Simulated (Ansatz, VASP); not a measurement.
# InGa3Sb3As in two plane-wave programs, part 2 of 2

Wanted: the spread between two codes on one cell, functional and k mesh. The cell is generated by rule, not measured, and may not be a known phase. The cell is taken from a series of runs on this material, whose earlier steps may have relaxed, scaled, displaced or heated it; both programs get it as it stands.

VASP 6.6.1 and Ansatz 0.2.0.

So far: The structure; Ansatz: relaxation of cell and atoms, PBEsol.

## (3) VASP: relaxation of cell and atoms, PBEsol

Level of this step: PBEsol; plane waves and PAW (As, Ga_d, In_d, Sb); invented cell (VASP).

The same cell, functional, mesh and smearing now go to VASP, with its own data sets.

Lines of VASP's logs that name or quote its potential files are left out, and so is its time.

Contents of INCAR:

```
SYSTEM = InGa3Sb3As
PREC = Accurate
ENCUT = 500
EDIFF = 1E-07
NELM = 120
ISMEAR = 0
SIGMA = 0.1
LREAL = .FALSE.
ALGO = Normal
GGA = PS
NBANDS = 44
LORBIT = 11
LWAVE = .FALSE.
LCHARG = .FALSE.
ISIF = 3
IBRION = 2
NSW = 80
EDIFFG = -0.005
LASPH = .TRUE.
GGA_COMPAT = .FALSE.
NELMIN = 4
KPAR = 2
```

Contents of POSCAR:

```
InGa3Sb3As
1.0
    3.0564640000      3.0564640000      0.0000000000
   -3.0449900000      3.0449900000      0.0000000000
    0.0000000000      0.0000000000     12.2254120000
As Ga In Sb
1 3 1 3
Direct
    0.0000000000      0.5000000000      0.8882624978
    0.0000000000      0.0000000000      0.9960837312
    0.5000000000      0.5000000000      0.2456757286
    0.0000000000      0.0000000000      0.4959991532
    0.5000000000      0.5000000000      0.7634233513
    0.5000000000      0.0000000000      0.1205329522
    0.0000000000      0.5000000000      0.3703910347
    0.5000000000      0.0000000000      0.6196314693
```

Contents of KPOINTS:

```
Automatic mesh
0
Gamma
8 8 4
0 0 0
```

The projector-augmented-wave data sets are As, Ga_d, In_d and Sb (PBE family, release 64).

Command:

```sh
$ mpirun -np 2 vasp_std
```

Numbers of over 12 decimals in the logs are rounded to 6 here.

What it wrote:

```text
[banner, memory and clock lines left out]
running    2 mpi-ranks, on    1 nodes
 distrk:  each k-point on    1 cores,    2 groups
 distr:  one band on    1 cores,    1 groups

 POSCAR found type information on POSCAR AsGaInSb
 POSCAR found :  4 types and       8 ions
|                                                                             |
|               ----> ADVICE to this user running VASP <----                  |
|                                                                             |
|     You enforced a specific xc type in the INCAR file but a different       |
|     [... a line on the potential file left out ...]
|     I HOPE YOU KNOW WHAT YOU ARE DOING!                                     |
|                                                                             |

 LDA part: xc-table for (Slater+PW92), standard interpolation
 POSCAR, INCAR and KPOINTS ok, starting setup
 FFT: planning ... GRIDC
 FFT: planning ... GRID_SOFT
 FFT: planning ... GRID
 WAVECAR not read
 entering main loop
       N       E                     dE             d eps       ncg     rms          rms(c)
DAV:   1     0.604764386150E+03    0.60476E+03   -0.31189E+04  6800   0.196E+03
DAV:   2     0.600069170973E+02   -0.54476E+03   -0.53190E+03  7132   0.513E+02
DAV:   3    -0.280836487185E+02   -0.88091E+02   -0.85425E+02  7560   0.177E+02
DAV:   4    -0.332269219404E+02   -0.51433E+01   -0.51037E+01  8108   0.423E+01
DAV:   5    -0.334077394480E+02   -0.18082E+00   -0.18052E+00  9068   0.827E+00    0.710E+00
DAV:   6    -0.329494184344E+02    0.45832E+00   -0.81807E-01  8916   0.974E+00    0.404E+00
DAV:   7    -0.328546201830E+02    0.94798E-01   -0.48003E-01  8940   0.386E+00    0.837E-01
DAV:   8    -0.328500763644E+02    0.45438E-02   -0.76018E-02  8320   0.258E+00    0.438E-01
DAV:   9    -0.328510610999E+02   -0.98474E-03   -0.81247E-03  8564   0.477E-01    0.368E-01
DAV:  10    -0.328514214715E+02   -0.36037E-03   -0.17219E-03  9044   0.295E-01    0.137E-01
DAV:  11    -0.328515811589E+02   -0.15969E-03   -0.57180E-04  8276   0.137E-01    0.454E-02
DAV:  12    -0.328515561830E+02    0.24976E-04   -0.81836E-05  9076   0.535E-02    0.248E-02
DAV:  13    -0.328515575960E+02   -0.14129E-05   -0.52406E-05  7900   0.511E-02    0.226E-02
DAV:  14    -0.328515586515E+02   -0.10555E-05   -0.53574E-06  8504   0.252E-02    0.553E-03
DAV:  15    -0.328515589726E+02   -0.32115E-06   -0.94899E-07  7532   0.591E-03    0.414E-03
DAV:  16    -0.328515588685E+02    0.10416E-06   -0.22300E-07  5748   0.471E-03    0.104E-03
DAV:  17    -0.328515588514E+02    0.17033E-07   -0.77999E-08  4248   0.168E-03
   1 F= -.32851559E+02 E0= -.32851016E+02  d E =-.328516E+02
[...]
2 F= -.32851669E+02 E0= -.32851122E+02  d E =-.109971E-03
[...]
3 F= -.32851685E+02 E0= -.32851139E+02  d E =-.126158E-03
[...]
4 F= -.32851685E+02 E0= -.32851139E+02  d E =-.126131E-03
 curvature:  -0.42 expect dE=-0.215E-05 dE for cont linesearch -0.276E-07
 ZBRENT: accuracy reached
 trial: gam= 0.02845 g(F)=  0.410E-05 g(S)=  0.106E-05 ort =-0.481E-05 (trialstep = 0.950E+00)
 search vector abs. value=  0.517E-05
 bond charge predicted
       N       E                     dE             d eps       ncg     rms          rms(c)
DAV:   1    -0.328516895069E+02   -0.44483E-05   -0.48446E-04  7076   0.846E-02    0.104E-02
DAV:   2    -0.328516898229E+02   -0.31599E-06   -0.20847E-05  9264   0.343E-02    0.542E-03
DAV:   3    -0.328516892183E+02    0.60460E-06   -0.10830E-06  9244   0.837E-03    0.300E-03
DAV:   4    -0.328516890278E+02    0.19046E-06   -0.45831E-07  6688   0.627E-03    0.519E-04
DAV:   5    -0.328516890428E+02   -0.14983E-07   -0.15465E-07  4484   0.402E-03
   5 F= -.32851689E+02 E0= -.32851142E+02  d E =-.406015E-05
 trial-energy change:   -0.000004  1 .order   -0.000004   -0.000005   -0.000003
 step:   2.3955(harm=  2.3955)  dis= 0.00062  next Energy=   -32.851691 (dE=-0.602E-05)
 reached required accuracy - stopping structural energy minimisation
```

Parts of OUTCAR (step 3):

```text
ion  position               nearest neighbor table
   1  0.000  0.500  0.888-   2 2.52   2 2.52   5 2.65   5 2.65
   2  0.000  0.000  0.996-   1 2.52   1 2.52   6 2.64   6 2.64
   3  0.500  0.500  0.246-   6 2.64   6 2.64   7 2.64   7 2.64
   4  0.000  0.000  0.496-   8 2.64   8 2.64   7 2.64   7 2.64
   5  0.500  0.500  0.763-   1 2.65   1 2.65   8 2.78   8 2.78
   6  0.500  0.000  0.121-   3 2.64   3 2.64   2 2.64   2 2.64
   7  0.000  0.500  0.370-   4 2.64   4 2.64   3 2.64   3 2.64
   8  0.500  0.000  0.620-   4 2.64   4 2.64   5 2.78   5 2.78

  LATTYP: Found a simple orthorhombic cell.
 ALAT       =     4.3062661553
 B/A-ratio  =     1.0037681569
 C/A-ratio  =     2.8389819763

 Subroutine GETGRP returns: Found  4 space group operations
 (whereof  4 operations were pure point group operations)

The static configuration has the point symmetry C_2v.

 Found     75 irreducible k-points:

   k-points           NKPTS =     75   k-points in BZ     NKDIM =     75   number of bands    NBANDS=     44

   dimension x,y,z NGX =    32 NGY =   32 NGZ =   90
   dimension x,y,z NGXF=    64 NGYF=   64 NGZF=  180

   ENCUT  =  500.0 eV  36.75 Ry    6.06 a.u.   7.88  7.85 22.29*2*pi/ulx,y,z

   NELECT =      72.0000    total number of electrons

 k-points in reciprocal lattice and weights: Automatic mesh
   0.00000000  0.00000000  0.00000000       0.004
   0.12500000  0.00000000  0.00000000       0.008
   0.25000000  0.00000000  0.00000000       0.008
   0.37500000  0.00000000  0.00000000       0.008
   0.50000000  0.00000000  0.00000000       0.004
   0.00000000  0.12500000  0.00000000       0.008
   0.12500000  0.12500000  0.00000000       0.016
   0.25000000  0.12500000  0.00000000       0.016
   0.37500000  0.12500000  0.00000000       0.016
[...]
0.37500000  0.50000000  0.50000000       0.008
   0.50000000  0.50000000  0.50000000       0.004

 average (electrostatic) potential at core
       1 -49.6921       2 -65.6798       3 -65.5913       4 -65.5975       5 -96.4230
       6 -87.5076       7 -87.5328       8 -87.4053

 E-fermi :   4.7115

 k-point     1 :       0.0000    0.0000    0.0000
  band No.  band energies     occupation
    ...
     33       3.3123      2.00000
     34       4.3406      2.00000
     35       4.5744      1.94748
     36       4.6093      1.85161
     37       4.7415      0.67062
     38       5.6073      0.00000
     39       5.7665      0.00000
     40       6.0273      0.00000
     41       6.2427      0.00000
     42       7.1345      0.00000
    ...

 k-point     2 :       0.1250    0.0000    0.0000
  band No.  band energies     occupation
    ...
     32       2.8416      2.00000
     33       3.0886      2.00000
     34       3.3777      2.00000
     35       4.1748      2.00000
     36       4.6868      1.27306
     37       5.3548      0.00000
     38       5.9530      0.00000
     39       6.2441      0.00000
     40       6.6346      0.00000
     41       6.8368      0.00000
    ...

 k-point     3 :       0.2500    0.0000    0.0000
  band No.  band energies     occupation
    ...
     32       2.9366      2.00000
     33       2.9784      2.00000
     34       3.2933      2.00000
     35       3.5415      2.00000
     36       4.5095      1.99571
     37       5.5573      0.00000
     38       6.1883      0.00000
     39       6.2944      0.00000
     40       6.8515      0.00000
     41       7.8046      0.00000
    ...

  Total       -0.0027776     -0.0027776     -0.0012827     -0.0039599      0.0000000      0.0000000
  in kB       -0.0195195     -0.0195195     -0.0090143     -0.0278283      0.0000000      0.0000000
  external PRESSURE =      -0.0160178 kB  Pullay stress =       0.0000000 kB

  energy-cutoff  :      500.00
  volume of cell :      227.99
      direct lattice vectors                 reciprocal lattice vectors
     3.058077303  3.058077303  0.000000000     0.163501426  0.163501426  0.000000000
    -3.047124550  3.047124550  0.000000000    -0.164089125  0.164089125  0.000000000
     0.000000000  0.000000000 12.233203154     0.000000000  0.000000000  0.081744739

 POSITION                                       TOTAL-FORCE (eV/Angst)
 -----------------------------------------------------------------------------------
      1.53452      4.58164     10.86601         0.000000     -0.000000     -0.002452
      3.05808      3.05808     12.18528         0.000000     -0.000000     -0.001014
      0.00548      3.05260      3.00528        -0.000000      0.000000     -0.000590
      3.05808      3.05808      6.06784         0.000000     -0.000000      0.001331
      0.00548      3.05260      9.33859         0.000000     -0.000000     -0.003545
      1.52904      1.52904      1.47474         0.000000     -0.000000      0.001851
      1.53452      4.58164      4.53112         0.000000     -0.000000      0.001669
      1.52904      1.52904      7.58054         0.000000     -0.000000      0.002750
 -----------------------------------------------------------------------------------
    total drift:                               -0.000000      0.000000     -0.002673

  FREE ENERGIE OF THE ION-ELECTRON SYSTEM (eV)
  ---------------------------------------------------
  free  energy   TOTEN  =       -32.8516890428 eV

  energy  without entropy=      -32.8505959431  energy(sigma->0) =      -32.85114249

 reached required accuracy - stopping structural energy minimisation

 total charge
# of ion       s       p       d       tot
------------------------------------------
    1        1.227   1.522   0.024   2.773
    2        0.902   0.732   9.973  11.607
    3        0.910   0.770   9.963  11.642
    4        0.910   0.765   9.964  11.639
    5        0.863   0.735   9.875  11.472
    6        1.132   1.342   0.027   2.501
    7        1.133   1.334   0.028   2.495
    8        1.133   1.350   0.024   2.507
--------------------------------------------------
tot          8.208   8.550  39.878  56.636

[... 3 further parts left out ...]
```

CONTCAR:

```
InGa3Sb3As
   1.00000000000000
     3.0580773030694703    3.0580773030694703    0.0000000000000000
    -3.0471245502881588    3.0471245502881588    0.0000000000000000
     0.0000000000000000    0.0000000000000000   12.2332031540521395
  As              Ga              In              Sb
     1     3     1     3
Direct
     1.0000000000000000    0.5000000000000000    0.8882393069999295
     1.0000000000000000    0.0000000000000000    0.9960828181704181
     0.5000000000000000    0.5000000000000000    0.2456662070747442
     1.0000000000000000    0.0000000000000000    0.4960140983115552
     0.5000000000000000    0.5000000000000000    0.7633805938409406
     0.5000000000000000    0.0000000000000000    0.1205520919540311
     1.0000000000000000    0.5000000000000000    0.3703951826646514
     0.5000000000000000    0.0000000000000000    0.6196696192837358
```

## (4) Differences

Known differences besides the potentials themselves: the data sets hold 112 valence electrons in Ansatz (on its default PAW (the set named soft_2) files) and 72 in VASP; the cutoff is 420 eV in Ansatz and 500 eV in VASP; Ansatz makes its cores anew for this functional, VASP keeps those of its PBE data sets; Ansatz adds a Pulay correction to the stress that steers its cell, VASP none. Total energies have different zeros and are not compared.

Compared:

| quantity | Ansatz | VASP | difference |
| --- | --- | --- | --- |
| volume (Å³) | 227.56 | 227.99 | -0.19 % |
| edge a after relaxation, in the typed setting (Å) | 4.322 | 4.325 | -0.05 % |
| edge b after relaxation, in the typed setting (Å) | 4.306 | 4.309 | -0.07 % |
| edge c after relaxation, in the typed setting (Å) | 12.225 | 12.233 | -0.06 % |

## (5) Outcome

```json
{
 "difference in volume (relaxation of cell and atoms, PBEsol)": "-0.19 %"
}
```

The difference in volume is -0.19 % (relaxation of cell and atoms, PBEsol), within the 1.2 % picked in this series as the mark of a large difference, as far as the stopping tolerances let one tell. The data sets hold unlike numbers of valence electrons (112 in Ansatz and 72 in VASP), so part of the differences may come from the potentials. 1 further pair of this series is not shown here. How closely two codes agree says nothing of how well the functional describes the real material.

[Lines on the potential files, build, host, timing and source positions are cut from VASP's logs without a mark.]

[Logs are printed without paths, hosts, clocks, repeated set-up lines and the standing remarks that a program may print on its own settings, such as how far it seeks lower states.]

[Hosts, paths, dates, database ids (printed as entryN), source tags and the programs' standing remarks are cut or masked in the printed files.]
